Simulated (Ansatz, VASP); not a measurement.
# Cross-check of Al between VASP and Ansatz, part 2 of 2

One calculation is typed for both programs; each brings its own data sets. How far apart do they land? The cell is taken from a series of runs on this material, whose earlier steps may have relaxed, scaled, displaced or heated it; both programs get it as it stands.

VASP 6.6.1 and Ansatz 0.2.0.

So far: The structure; VASP: zone-centre phonons, PBEsol.

## 3. Ansatz: zone-centre phonons, PBEsol

Level of this step: Ansatz beside VASP: Kohn-Sham DFT, plane waves, PBEsol (Ansatz).

Ansatz runs on its PAW soft_1 files.

The same cell, functional, mesh and smearing now go to Ansatz, which takes its cutoff from its data sets.

Input file input.yaml:

```yaml
crystal:
  lattice:
    - [1.9238061815, 1.9238061815, 0.0]
    - [-1.9238061815, 1.9238061815, 0.0]
    - [0.0, 0.0, 31.8800272]
  atoms:
    - { symbol: Al, position: [0.0, 0.0, 0.1992423379] }
    - { symbol: Al, position: [0.5, 0.5, 0.2672519677] }
    - { symbol: Al, position: [0.0, 0.0, 0.3352615976] }
  periodic: [true, true, false]
kpoints:
  mp_grid: { grid: [16, 16, 1] }
hamiltonian:
  xc: pbesol
  pseudopotentials: { kind: paw, azcp: { folder: soft_1 }, xc_functional: pbe }
scf:
  occupations: { method: methfessel_paxton, width: 0.2 }
output:
  eigenvalues: true
phonons:
  method: dfpt
  qmesh: [4, 4, 1]
  temperatures: { t_max: 1000, t_step: 50 }
  qpath:
    path: [[0.0, 0.0, 0.0], [0.0, 0.5, 0.0], [0.5, 0.5, 0.0], [0.0, 0.0, 0.0]]
    npoints: 10
```

Started as:

```sh
$ ansatz run input.yaml --threads 4 --pin off --max-ram 16384MiB --backend cpu --events-out ev --progress --plain --runs-dir out
```

Numbers of over 12 decimals in the logs are rounded to 6 here.

What it wrote:

```text
Warning: crystal.symmetry: narrowed to the stabiliser of the run's FFT grids — unitary ops 16 → 8. A phonons.method: dfpt run fills in the rows of the dynamical matrix that it does not solve by its symmetry operations, which is exact only for operations that map its FFT grids onto themselves: filled in by any other, the frequencies could depend on the order in which like atoms are typed, or, by more than the grids' own error, on where the crystal sits among the grids' points. Excluded: 8 operations. The run can therefore solve more perturbations, solve them on more k-points, or both, and cost more. [rest of the remark cut]
Engine: ansatz 0.2.0, aarch64-unknown-linux-gnu
Pseudopotentials: kind: paw
Pseudopotential: Al, paw, valence charge 3, recommended cutoff 420 eV (normal), soft_1/Al.paw.azcp
Functional definition: PBEsol
  exchange = pbesol_x
  correlation = pbesol_c
Crystal: 3 atoms, lattice volume = 235.978 Å³
Basis set: ecut = 420 eV, 4711 PW (Γ), exchange–correlation on 40×40×432 points (8 copies of the dense FFT grid, shifted against one another)
Bands: 9, of which v1, the nominal top of the filled ones, is band 5 counted from 1 (4 counted from 0)
Symmetry: 16 space group operations
k-points: 45 of 256 (irreducible under 8 space group operations)
Non-local potential: Al, projectors of the file, l = 0: 2, l = 1: 2, l = 2: 1
PAW form: soft (Blöchl's): semilocal exchange-correlation on the pseudo side does not see the compensation charge
PAW frozen core: Al, regenerated for the run's functional, and the local potential with it (the file was generated under x = pbe(κ = 0.804, μ = 0.219515), c = pbe(β = 0.066725))
PAW one-centre angular grid: Al, 110 points (default); XC on 64 Gauss nodes
Initial density: superposition of atomic densities (neutral atoms: chi_scale 0, normalization atom)
Initial wavefunctions: pseudopotential atomic-orbital guess
Functional: x = pbesol(κ = 0.804, μ = 0.123457), c = pbesol(β = 0.046)
SCF iter   1: F=—  HF=-1573.150648 eV  |F-HF|=—  |Δ(HF+E_count)|=         —  Δρ=1.32e-2  dr2=2.86e0  ethr=3.10e-3  ⟨swp⟩=11.1  Hψ=5096  notcnv=0
preconditioner: auto → LDOS  [metal: Δε(μ)=0.003 eV  Ē_g=7.341 eV  σ=0.200 eV  W_gap=0.01  n_scr=16 (ndim 8)  ℏωp=7.3 eV  f_vac=0.674  D(μ)=1.23/eV (n_scr^D=8)  β→1.0]
SCF iter   2: F=—  HF=-1572.716981 eV  |F-HF|=—  |Δ(HF+E_count)|=   4.34e-1  S|Δr|=    0.00e0  Δρ=7.92e-3  dr2=7.38e-1  ethr=3.10e-3  ⟨swp⟩=4.0  Hψ=1255  notcnv=0  defer=11
SCF iter   3: F=—  HF=-1572.610879 eV  |F-HF|=—  |Δ(HF+E_count)|=   1.06e-1  S|Δr|=    0.00e0  Δρ=1.06e-3  dr2=8.00e-3  ethr=3.10e-3  ⟨swp⟩=3.7  Hψ=1004  notcnv=0  defer=11
SCF iter   4: F=—  HF=-1572.609332 eV  |F-HF|=—  |Δ(HF+E_count)|=   1.55e-3  S|Δr|=    0.00e0  Δρ=2.16e-4  dr2=1.29e-4  ethr=8.89e-5  ⟨swp⟩=2.8  Hψ=862  notcnv=0  defer=11
SCF iter   5: F=—  HF=-1572.609393 eV  |F-HF|=—  |Δ(HF+E_count)|=   6.04e-5  S|Δr|=    0.00e0  Δρ=2.86e-5  dr2=3.41e-6  ethr=1.44e-6  ⟨swp⟩=3.2  Hψ=780  notcnv=0  defer=11
SCF iter   6: F=—  HF=-1572.609396 eV  |F-HF|=—  |Δ(HF+E_count)|=   3.35e-6  S|Δr|=    0.00e0  Δρ=3.33e-6  dr2=6.04e-8  ethr=3.79e-8  ⟨swp⟩=2.7  Hψ=663  notcnv=0  defer=11
SCF iter   7: F=—  HF=-1572.609402 eV  |F-HF|=—  |Δ(HF+E_count)|=   5.56e-6  S|Δr|=    0.00e0  Δρ=4.81e-7  dr2=7.57e-10  ethr=6.71e-10  ⟨swp⟩=3.1  Hψ=795  notcnv=0  defer=11
iter 8 met the thresholds in force, and the SCF goes on: an eigenvalue changes by 1.96 meV, over its tolerance of 1.01 meV (output.eigenvalues, Limitations)
SCF iter   8: F=-1572.609402 eV  HF=-1572.609402 eV  |F-HF|=7.90e-10  |Δ(HF+E_count)|=   5.61e-9  S|Δr|=    0.00e0  Δρ=4.23e-8  dr2=6.31e-12  ethr=1.00e-12  ⟨swp⟩=13.3  Hψ=4380  notcnv=0
SCF iter   9: F=-1572.609402 eV  HF=-1572.609402 eV  |F-HF|=7.50e-12  |Δ(HF+E_count)|=  7.86e-10  S|Δr|=    0.00e0  Δρ=5.68e-9  dr2=8.18e-14  ethr=1.00e-12  ⟨swp⟩=7.0  Hψ=2193  notcnv=0
SCF 1 converged in 9 iterations: F = -1572.609402 eV  dr2 = 8.18e-14
  greatest PAW one-centre occupation: 0.485 electrons in one spin orbital (limit 2), on the Al atom at site 2 (counted from 0), in its partial waves of l = 0
phonons: the bands overlap, so this run is a metal and interpolates without the dipole-dipole term. If the crystal is really an insulator or semiconductor, its LO-TO splitting is missing
NSCF: frozen V_eff on 45 k-points
NSCF: frozen V_eff on 73 k-points
DFPT response loops at q = (0, 0, 0) (fractional): preconditioner auto → none (partly filled bands, converged f_vac=0.694); β = 0.50; Broyden in place of MSR1
NSCF: frozen V_eff on 512 k-points
DFPT response loops at q = (0, 0.25, 0) (fractional): mixed as the last ones told, above
NSCF: frozen V_eff on 260 k-points
DFPT response loops at q = (0, -0.5, 0) (fractional): mixed as the last ones told, above
NSCF: frozen V_eff on 272 k-points
DFPT response loops at q = (0.25, 0.25, 0) (fractional): mixed as the last ones told, above
NSCF: frozen V_eff on 512 k-points
DFPT response loops at q = (0.25, -0.5, 0) (fractional): mixed as the last ones told, above
NSCF: frozen V_eff on 146 k-points
DFPT response loops at q = (-0.5, -0.5, 0) (fractional): mixed as the last ones told, above
SCF converged after 9 iterations
Stability not checked: this state was not tested for a lower state beside it, because cold or Methfessel-Paxton smearing, or corrected tetrahedra, fill the levels in a way that the test cannot read (fill_not_monotonic; see scf.lower_state_search)
an eigenvalue changed by more than its tolerance at an iteration that met the thresholds in force, so the SCF went on 1 time: the last check found none over its tolerance
Free energy (F): -1572.609402 eV
Harris-Foulkes:  -1572.609402 eV  (|F-HF|=7.50e-12)
Internal energy: -1572.608349 eV  (E = F + TS)
E sigma→0 (E₀):  -1572.609139 eV
Entropy (-TS):   -0.001052 eV (-0.351 meV/atom)
Fermi energy:    -4.254772 eV
--- Per-component energies (eV) ---
  E_band       = -75.227194
  E_kinetic    = 64.704837
  E_local      = -5721.713843  (includes V_loc(G=0)·N_el)
  E_nonlocal   = 31.251230
  E_hartree    = 2823.183791
  E_xc         = -110.203114
  E_vxc        = -85.339476  (∫ρ·V_xc dr)
  E_paw        = -1370.266723  (= ΣΔE_a)
  E_vpaw       = -10.497507  (= ΣTr[D̂ρ^β])
  E_aug_tail   = -0.000007  (compensation charges beyond the density's cutoff)
  E_ewald      = 2710.378062
  E_core_change = 0.057417  (= ΣΔE_core)
  E_smearing   = -0.001052  (= −TS)
  E_closure    = 0.000000  (closes the sum)
  Σ components = -1572.609402   (vs F -1572.609402, Δ=0.00e0)
--- Band table (eV; the first three rows and the last of 45) ---
  k-point 0: bands = ["-14.9049", "-12.9024", "-9.8546", "-6.7993", "-3.0570", "-0.7543 (-0.7561°)", "0.0216 (-0.0556°)", "0.5744", "1.1352"]
  k-point 1: bands = ["-14.8272", "-12.8255", "-9.7778", "-6.7262", "-2.9845", "-0.6773 (-0.6791°)", "0.0988 (0.0225°)", "0.6520", "1.2001"]
  k-point 2: bands = ["-14.5945", "-12.5949", "-9.5481", "-6.5072", "-2.7739", "-0.5292 (-0.5292°)", "-0.4495 (-0.4512°)", "0.3403", "0.8685"]
  k-point 44: bands = ["-6.0153", "-6.0153", "-4.5611", "-4.1802", "-4.1802", "-4.1531", "-2.6469", "-2.0095", "-1.4297"]
  ° read free of the cell's end (the report's vacuum.weakly_bound_levels)
--- Phonons (Γ-DFPT): 6 representative perturbations + reference (Σ response iterations 20) ---
  ASR residual: 2.657e-5 → 0.000e0 eV/Å²; symmetrization residual: 9.879e-7 eV/Å²
  The last average, over the group as it would stand without the narrowing to the FFT grids, took up to 2.829e-7 eV/Å² of the zone centre's force constants
  ASR residual per site (eV/Å²): 2.66e-5 5.55e-6 4.06e-6
  Γ frequencies (cm⁻¹): 0.00 0.00 0.00 61.77 61.77 153.55 153.55 159.51 275.63
--- Phonons (arbitrary-q DFPT): 6 irreducible q on the 4×4×1 mesh ---
  q = [0.0000, 0.0000, 0.0000] (star 1, of the zone-centre solve; hermiticity 3.93e-7, symmetrization 3.83e-16, taken by the last average 5.63e-8): -0.00 -0.00 -0.00 61.77 61.77 153.55 153.55 159.51 275.63
  q = [0.0000, 0.2500, 0.0000] (star 4, 6 solved perturbations in 1200 linear systems a pass and spin channel, the states on 256 of 256 k-point pairs; hermiticity 1.76e-7, symmetrization 1.61e-10, taken by the last average 3.61e-6): 45.59 48.24 73.65 122.25 146.81 201.62 234.15 262.00 262.22
  q = [0.0000, -0.5000, 0.0000] (star 2, 6 solved perturbations in 633 linear systems a pass and spin channel, the states on 130 of 256 k-point pairs; hermiticity 9.31e-8, symmetrization 1.37e-10, taken by the last average 2.10e-6): -25.01 31.88 118.76 125.68 156.25 173.34 313.68 343.10 344.39
  q = [0.2500, 0.2500, 0.0000] (star 4, 9 solved perturbations on 136 of 256 k-point pairs; hermiticity 1.53e-7, symmetrization 1.09e-10, taken by the last average 2.26e-6): 102.45 129.85 181.81 188.97 219.08 221.22 252.61 253.69 270.47
  q = [0.2500, -0.5000, 0.0000] (star 4, 6 solved perturbations in 1200 linear systems a pass and spin channel, the states on 256 of 256 k-point pairs; hermiticity 5.47e-8, symmetrization 1.31e-10, taken by the last average 1.62e-6): 138.80 142.14 172.12 196.61 204.55 239.49 311.49 313.74 332.39
  q = [-0.5000, -0.5000, 0.0000] (star 1, 6 solved perturbations in 354 linear systems a pass and spin channel, the states on 73 of 256 k-point pairs; hermiticity 5.63e-8, symmetrization 5.69e-10, taken by the last average 1.35e-6): 139.45 144.76 175.46 283.80 283.80 295.77 295.77 318.23 318.23
  sum rule: each row above includes the acoustic sum rule's correction from the zone centre's row sums; it moved no ω² by more than (0.52 cm⁻¹)²
  mesh force constants: q→R imaginary residual 1.56e-18; ASR residual 2.657e-5 → 0.000e0 eV/Å²; symmetrization residual 2.665e-15 eV/Å²
  interpolated dispersion: 31 rows × 9 modes
  density of states and harmonic sums: on the 24×24×1 q-mesh, interpolated from the force constants of a 4×4×1 supercell (no non-analytic term)
  largest difference from the sums on the solved wave vectors: F 4.07e-2 eV, S 6.20e-5 and C_V 2.14e-5 eV/K
  zero-point energy: 0.107386 eV/cell   skipped modes (ω ≤ 0): 11, of them read as no rigid motion or as one in doubt: 8 (5.903e-2 modes/cell left out, lowest -25.01 cm⁻¹)   left out of the sums: 7.14e-3 of the cell's modes: C_V's classical limit lies that fraction below 3 k_B per atom; for a crystal, a wire or a layer, F and S can be off by more, and a phonons.interpolated_qmesh denser along its periods is the remedy for the sampling
```

Reading the cycles: dr2 is the Hartree energy of the density residual (eV), the measure of convergence; HF is the Harris–Foulkes estimate of the energy, which meets the free energy F at convergence.

## 4. Side by side

Known differences besides the potentials themselves: Ansatz cuts the interaction across the vacuum, VASP repeats the sheet without a dipole correction; VASP's run holds the zone centre alone; the cutoff is 420 eV in Ansatz and 500 eV in VASP; Ansatz makes its cores anew for this functional, VASP keeps those of its PBE data sets. Total energies have different zeros and are not compared.

Both answers:

| quantity | Ansatz | VASP | difference |
| --- | --- | --- | --- |
| optical mode 1 to 2 (cm⁻¹) | 61.8 | 65.1 | -5.18 % |
| optical mode 3 to 4 (cm⁻¹) | 153.6 | 154.2 | -0.40 % |
| optical mode 5 (cm⁻¹) | 159.5 | 160.4 | -0.54 % |
| optical mode 6 (cm⁻¹) | 275.6 | 276.3 | -0.24 % |

Modes are paired by rising frequency, not by their patterns, so a pair may set unlike modes beside each other; they are those without the splitting of longitudinal modes. Where the cell holds vacuum, a pressure given here is an average over it and none of the material.

## 5. Results

```yaml
r_m_s_difference_of_the_optical_zone_centre_modes_each_program_s_sorted_by_frequency_zone_centre_phonons_pbesol: 2.0 cm⁻¹
difference_in_optical_mode_1_to_2_zone_centre_phonons_pbesol: -5.2 %
```

**Reading.** The r.m.s. difference of the optical zone-centre modes, each program's sorted by frequency is 2.0 cm⁻¹ (zone-centre phonons, PBEsol). Among the rows given in per cent, the largest difference of the zone-centre phonons, PBEsol pair is in optical mode 1 to 2, -5.2 %. Such differences can come from data sets, numerical settings and the points named under the comparisons, not from the functional's error against experiment.

[Lines on the potential files, build, host, timing and source positions are cut from VASP's logs without a mark.]

[Logs are printed without paths, hosts, clocks, repeated set-up lines and the standing remarks that a program may print on its own settings, such as how far it seeks lower states.]

[Hosts, paths, dates, database ids (printed as entryN), source tags and the programs' standing remarks are cut or masked in the printed files.]
